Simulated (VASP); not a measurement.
**Sr$_{2}$C (distorted antifluorite): a PBE single-point calculation in VASP**

INCAR

```
LREAL = .FALSE.
ISMEAR = -1
NELM = 120
ENCUT = 520
PREC = Accurate
EDIFF = 1E-7
NSW = 0
SIGMA = 0.02
GGA = PE
IBRION = -1
NBANDS = 19
LWAVE = .FALSE.
LCHARG = .FALSE.
ISIF = 2
LASPH = .TRUE.
```

KPOINTS

```
KPOINTS created by Atomic Simulation Environment
0
Gamma
6 6 6
0 0 0
```

POSCAR

```
C  Sr
 1.0000000000000000
     0.0599000000000000    3.2961999999999998    3.3338000000000001
     3.5985000000000000    0.0045000000000000    3.3893000000000000
     3.5059000000000000    3.2589999999999999    0.0971000000000000
 C   Sr
   1   2
Cartesian
  3.6084048900000001  0.0406759800000000  3.3688878799999999
  1.8164880800000001  1.6733738600000001  1.7306513900000000
  5.3306206300000003  4.9433957099999999  5.0895442900000001
```

VASP ran with the recommended PBE PAW datasets (24 valence electrons in the cell).

Command

```
mpirun -np 1 vasp_std
```

From OUTCAR

```
k-points           NKPTS =    112   k-points in BZ     NKDIM =    112   number of bands    NBANDS=     19

   NELECT =      24.0000    total number of electrons

   dimension x,y,z NGX =    36 NGY =   40 NGZ =   36
   dimension x,y,z NGXF=    72 NGYF=   80 NGZF=   72

  energy-cutoff  :      520.00
  volume of cell :       76.40
      direct lattice vectors                 reciprocal lattice vectors
     0.059900000  3.296200000  3.333800000    -0.144574757  0.150960235  0.153298009
     3.598500000  0.004500000  3.389300000     0.138023598 -0.152910805  0.148706276
     3.505900000  3.259000000  0.097100000     0.146034430  0.154370351 -0.155253168

 k-points in reciprocal lattice and weights: KPOINTS created by Atomic Simulation Env
   0.00000000  0.00000000  0.00000000       0.005
   0.16666667  0.00000000  0.00000000       0.009
   0.33333333  0.00000000  0.00000000       0.009
   0.50000000  0.00000000  0.00000000       0.005
  -0.00000000  0.16666667 -0.00000000       0.009
   0.16666667  0.16666667  0.00000000       0.009
   0.33333333  0.16666667  0.00000000       0.009
   0.50000000  0.16666667 -0.00000000       0.009
   ...

 E-fermi :   2.9568

 k-point     1 :       0.0000    0.0000    0.0000
  band No.  band energies     occupation
      1     -32.4781      2.00000
      2     -32.2001      2.00000
      3     -14.8920      2.00000
      4     -14.8133      2.00000
      5     -14.4756      2.00000
      6     -14.1507      2.00000
      7     -14.0484      2.00000
      8     -14.0189      2.00000
      9      -5.3124      2.00000
     10       1.3622      2.00000
     11       1.6443      2.00000
     12       1.6759      2.00000
     13       2.8218      1.99766
     14       4.2331      0.00000
     15       4.2394      0.00000
     16       7.4168      0.00000
     17       8.2333      0.00000
     18       8.4377      0.00000
     19      10.2042      0.00000

 k-point     2 :       0.1667    0.0000    0.0000
  band No.  band energies     occupation
      1     -32.4590      2.00000
      2     -32.2182      2.00000
      3     -14.8491      2.00000
      4     -14.7732      2.00000
      5     -14.4694      2.00000
      6     -14.1843      2.00000
      7     -14.1241      2.00000
      8     -14.0859      2.00000
      9      -5.1730      2.00000
     10       1.1583      2.00000
     11       1.6115      2.00000
     12       1.8529      2.00000
     13       3.8716      0.00000
     14       4.4580      0.00000
     15       4.4999      0.00000
     16       6.9807      0.00000
     17       7.7411      0.00000
     18       8.2521      0.00000
     19       9.9412      0.00000

 k-point     3 :       0.3333    0.0000    0.0000
  band No.  band energies     occupation
      1     -32.4073      2.00000
      2     -32.2679      2.00000
      3     -14.7283      2.00000
      4     -14.6572      2.00000
      5     -14.4504      2.00000
      6     -14.3247      2.00000
      7     -14.2504      2.00000
      8     -14.2449      2.00000
      9      -4.9139      2.00000
     10       1.1480      2.00000
     11       1.9762      2.00000
     12       2.2743      2.00000
     13       4.9135      0.00000
     14       5.0431      0.00000
     15       5.2019      0.00000
     16       6.5115      0.00000
     17       7.4330      0.00000
     18       7.6889      0.00000
     19       8.4242      0.00000

 k-point     4 :       0.5000    0.0000    0.0000
  band No.  band energies     occupation
      1     -32.3430      2.00000
      2     -32.3312      2.00000
      3     -14.5687      2.00000
      4     -14.5379      2.00000
      5     -14.5099      2.00000
      6     -14.4301      2.00000
      7     -14.3970      2.00000
      8     -14.2953      2.00000
      9      -4.7951      2.00000
     10       1.3475      2.00000
     11       2.1895      2.00000
     12       2.5287      2.00000
     13       4.9043      0.00000
     14       5.3777      0.00000
     15       5.8474      0.00000
     16       6.4725      0.00000
     17       7.1898      0.00000
     18       7.3732      0.00000
     19       7.5890      0.00000

 k-point     5 :      -0.0000    0.1667   -0.0000
  band No.  band energies     occupation
      1     -32.4593      2.00000
      2     -32.2181      2.00000
      3     -14.8459      2.00000
      4     -14.7794      2.00000
      5     -14.4631      2.00000
      6     -14.1827      2.00000
      7     -14.1129      2.00000
      8     -14.0972      2.00000
      9      -5.1760      2.00000
     10       1.1232      2.00000
     11       1.7067      2.00000
     12       1.8180      2.00000
     13       3.8231      0.00000
     14       4.4878      0.00000
     15       4.5064      0.00000
     16       6.8216      0.00000
     17       7.9638      0.00000
     18       8.0040      0.00000
     19       9.9204      0.00000

 k-point     6 :       0.1667    0.1667    0.0000
  band No.  band energies     occupation
      1     -32.4512      2.00000
      2     -32.2255      2.00000
      3     -14.9314      2.00000
      4     -14.6133      2.00000
      5     -14.5145      2.00000
      6     -14.3330      2.00000
      7     -14.1217      2.00000
      8     -13.9944      2.00000
      9      -5.1362      2.00000
     10       0.9769      2.00000
     11       1.7330      2.00000
     12       1.9910      2.00000
     13       4.1141      0.00000
     14       4.4603      0.00000
     15       4.6499      0.00000
     16       6.9696      0.00000
     17       7.6861      0.00000
     18       8.0037      0.00000
     19       8.8077      0.00000

 k-point     7 :       0.3333    0.1667    0.0000
  band No.  band energies     occupation
      1     -32.4122      2.00000
      2     -32.2624      2.00000
      3     -14.9157      2.00000
      4     -14.6261      2.00000
      5     -14.5452      2.00000
      6     -14.3653      2.00000
      7     -14.1326      2.00000
      8     -14.0449      2.00000
      9      -4.9336      2.00000
     10       0.9301      2.00000
     11       2.0529      2.00000
     12       2.3491      2.00000
     13       4.4321      0.00000
     14       4.8462      0.00000
     15       5.5678      0.00000
     16       6.8235      0.00000
     17       7.1692      0.00000
     18       7.3487      0.00000
     19       8.3933      0.00000

 k-point     8 :       0.5000    0.1667   -0.0000
  band No.  band energies     occupation
      1     -32.3539      2.00000
      2     -32.3191      2.00000
      3     -14.8286      2.00000
      4     -14.7864      2.00000
      5     -14.5217      2.00000
      6     -14.2245      2.00000
      7     -14.1932      2.00000
      8     -14.1680      2.00000
      9      -4.7819      2.00000
     10       1.3797      2.00000
     11       2.1905      2.00000
     12       2.5224      2.00000
     13       4.0353      0.00000
     14       5.6125      0.00000
     15       6.1495      0.00000
     16       6.2372      0.00000
     17       6.8562      0.00000
     18       7.5844      0.00000
     19       8.3255      0.00000

 k-point     9 :      -0.3333    0.1667   -0.0000
  band No.  band energies     occupation
      1     -32.3828      2.00000
      2     -32.2908      2.00000
      3     -14.9160      2.00000
      4     -14.5835      2.00000
      5     -14.4519      2.00000
      6     -14.4417      2.00000
      7     -14.2691      2.00000
      8     -14.0338      2.00000
      9      -4.8152      2.00000
     10       1.3750      2.00000
     11       2.1436      2.00000
     12       2.3463      2.00000
     13       4.0625      0.00000
     14       5.3426      0.00000
     15       5.6968      0.00000
     16       6.9843      0.00000
     17       7.3075      0.00000
     18       7.4614      0.00000
     19       8.1207      0.00000

 k-point    10 :      -0.1667    0.1667    0.0000
  band No.  band energies     occupation
      1     -32.4341      2.00000
      2     -32.2418      2.00000
      3     -14.8956      2.00000
      4     -14.6712      2.00000
      5     -14.4063      2.00000
      6     -14.3265      2.00000
      7     -14.2731      2.00000
      8     -14.0033      2.00000
      9      -5.0069      2.00000
     10       1.0283      2.00000
     11       1.8709      2.00000
     12       2.1430      2.00000
     13       4.3988      0.00000
     14       4.7142      0.00000
     15       5.0217      0.00000
     16       6.4188      0.00000
     17       7.6680      0.00000
     18       8.3458      0.00000
     19       8.5269      0.00000

 ...

  Total       -1.8934004      1.4990049      1.1598069      0.0732155     -0.0385825     -0.1341141
  in kB      -39.7071142     31.4361182     24.3226875      1.5354269     -0.8091264     -2.8125499
  external PRESSURE =       5.3505639 kB  Pullay stress =       0.0000000 kB

 POSITION                                       TOTAL-FORCE (eV/Angst)
 -----------------------------------------------------------------------------------
      3.60840      0.04068      3.36889        -0.041198     -0.013077      0.030848
      1.81649      1.67337      1.73065        -0.114109     -0.023566     -0.160637
      5.33062      4.94340      5.08954         0.155307      0.036644      0.129789
 -----------------------------------------------------------------------------------
    total drift:                                0.000000      0.000024     -0.000033

  FREE ENERGIE OF THE ION-ELECTRON SYSTEM (eV)
  ---------------------------------------------------
  free  energy   TOTEN  =       -10.5419666283 eV

  energy  without entropy=      -10.5404165175  energy(sigma->0) =      -10.54119157
```

* gap between bands v and c on the k mesh: -0.19 eV (bands overlap: a metal)
* least direct gap on the k mesh: 0.02 eV
* pressure: 0.5 GPa
* largest force: 0.21 eV/Å

Band v is the last that the valence electrons fill when counted band by band, and c is the next.

The run took about 3.2 min on one core of a shared host (Intel Xeon Platinum 8488C) and held 0.3 GiB at most.
